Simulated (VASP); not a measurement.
Here is the system:

```
AuZn
1.0
    3.10024     0.00000     0.00000
    0.00000     3.10024     0.00000
    0.00000     0.00000     3.10024
Zn Au
1 1
Direct
  0.50000   0.50000   0.50000
  0.00000   0.00000   0.00000
```

All values below come from LDA (Ceperley-Alder, Perdew-Zunger), VASP's LDA PAW potentials (set 64) (plane waves; VASP 6.6.1). Run with 520 eV cut-off, Gaussian smearing of 0.050 eV, potentials Zn Au.

Give the energies of bands 6 to 14 at the high-symmetry points, in eV from the Fermi level.

| band | Γ | X | M | R |
|---|---|---|---|---|
| 6 | -7.66 | -7.48 | -6.63 | -6.78 |
| 7 | -5.63 | -6.09 | -5.24 | -6.78 |
| 8 | -5.63 | -5.67 | -4.19 | -6.78 |
| 9 | -3.83 | -5.14 | -4.19 | -3.15 |
| 10 | -3.83 | -5.14 | -3.21 | -3.15 |
| 11 | -3.83 | -4.02 | -2.20 | 1.36 |
| 12 | 4.97 | -2.40 | -2.20 | 3.79 |
| 13 | 4.97 | 10.56 | 0.98 | 3.79 |
| 14 | 4.97 | 11.39 | 2.70 | 3.79 |

It has no gap at this level: it comes out as a metal or semimetal.

The compound is AuZn in the CsCl type structure. It was relaxed first. The electron count is odd and the run is not spin-polarised, which forces a metal.
